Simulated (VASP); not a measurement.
Si3Bi2Te3, 8 atoms in the cell. It takes space group Pmmm (No. 47, orthorhombic). The conventional cell has a = 4.572 Å, b = 4.601 Å, c = 9.362 Å, α = 90.00°, β = 90.00°, γ = 90.00°. Around Si (site symmetry mm2) lie 2 Si at 3.24 Å and 4 Bi at 3.24 Å and 6 Te at 3.25 to 3.32 Å. Si (site symmetry mmm) is surrounded by 4 Bi at 3.23 Å and 4 Si at 3.24 Å and 4 Te at 3.24 Å. Bi (site symmetry mm2) has 6 Te at 3.22 to 3.34 Å and 6 Si at 3.23 to 3.24 Å as nearest neighbours. Te (site symmetry mmm) is surrounded by 4 Te at 3.24 Å and 4 Si at 3.31 Å and 4 Bi at 3.34 Å. Te (site symmetry mmm) is surrounded by 4 Bi at 3.22 Å and 8 Si at 3.24 to 3.25 Å. Around Te (site symmetry mmm) lie 4 Te at 3.24 Å and 4 Si at 3.32 Å and 4 Bi at 3.33 Å. The cell was built by a generator and needn't be a form met in nature.

| Quantity | Value |
| --- | --- |
| Program | VASP 6.6.1 |
| Task | relaxation of cell and atoms |
| Functional | PBE |
| Potentials or basis | VASP PAW PBE potentials, release 64 (Si, Bi_d, Te) |
| Cutoff | 520 eV |
| k mesh | 3 × 3 × 2 |
| Occupations | gaussian, width 0.15 eV |
| Spin | no spin polarisation |
| Further INCAR settings | PREC = Normal; ALGO = Fast; EDIFF = 0.0001; IBRION = 2; EDIFFG = -0.08; NSW = 24; ISIF = 3 |

Potentials or basis: VASP PAW PBE potentials, release 64 (Si, Bi_d, Te).

Launch:

```bash
$ cat potpaw_PBE.64/Si/POTCAR potpaw_PBE.64/Bi_d/POTCAR potpaw_PBE.64/Te/POTCAR > POTCAR
$ mpirun -np 1 vasp_std > vasp.out
```

Hardware: 1 thread of AMD EPYC 9R14 (Zen 4), with other jobs on the host.

Task: Estimate the wall time of this run.

Result: Run time: 4.7 min on 1 thread of AMD EPYC 9R14 (Zen 4), with other jobs on the host, peak memory 0.2 GiB. Counts: scf iterations 142, k points 8, ion steps 23.
